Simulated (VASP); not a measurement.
## TiB2: relaxation of cell and atoms with PBEsol

Crystal: TiB2.

```
Ti B
1.0
     3.02920    0.00000    0.00000
    -1.51460    2.62336    0.00000
     0.00000    0.00000    3.22840
Ti B
1 2
Cartesian
  0.0000 0.0000 0.0000
  0.0000 1.7489 1.6142
  1.5146 0.8745 1.6142
```

```yaml
Program: VASP 6.6.1
Task: relaxation of cell and atoms
Functional: PBEsol
Potentials_or_basis: VASP PAW PBE potentials, release 64 (Ti_sv, B)
Cutoff: 600 eV
k_mesh: 15 × 15 × 11
Occupations: methfessel-paxton, width 0.1 eV
Spin: no spin polarisation
Further_INCAR_settings: ALGO = Normal; EDIFF = 1e-06; IBRION = 2; EDIFFG = -0.01; NSW = 90; ISIF = 3
```

| Quantity | Value |
| --- | --- |
| Relaxed volume | 8.38 Å³/atom |
| Relaxed cell | a = 3.019 Å, b = 3.019 Å, c = 3.186 Å, α = 90.00°, β = 90.00°, γ = 120.00° |
| Space group after relaxing (to 0.05 Å) | P6/mmm (No. 191) |
| Energy gained by relaxing | 3.1 meV/atom |
| Ionic steps | 4 |
| Pressure after relaxing | 0.0 GPa |
| Band gap on the k mesh | none (metal or under the smearing width) |

The path:
```
step  energy change (eV)  largest force (eV/Å)  pressure (GPa)  volume (Å³)
   1              0.0000                0.0000           -4.83        25.66
   2             -0.0026                0.0000            4.88        24.71
   3             -0.0086                0.0000            0.32        25.13
   4             -0.0094                0.0000            0.01        25.14
```

Final structure:
```yaml
crystal:
  lattice:
    - [3.01877, 0.00000, 0.00000]
    - [-1.50938, 2.61433, 0.00000]
    - [0.00000, 0.00000, 3.18574]
  atoms:
    - { symbol: Ti, position: [0.00000, 0.00000, 0.00000] }
    - { symbol: B, position: [0.33333, 0.66667, 0.50000] }
    - { symbol: B, position: [0.66667, 0.33333, 0.50000] }
```

Levels at points of the mesh, in eV from the Fermi level:
```tsv
k point	band 5	band 6	band 7	band 8	band 9	band 10	band 11	band 12	band 13
(0.00, 0.00, 0.00)	-13.57	-2.70	-2.70	-2.20	-2.17	1.96	1.96	3.84	3.84
```

Run time: 55 s on 1 thread of Intel(R) Xeon(R) 6975P-C (Granite Rapids), on a shared host, peak memory 0.2 GiB.

Caveat: the PAW data sets were made with another functional, which shifts forces and pressure a little.
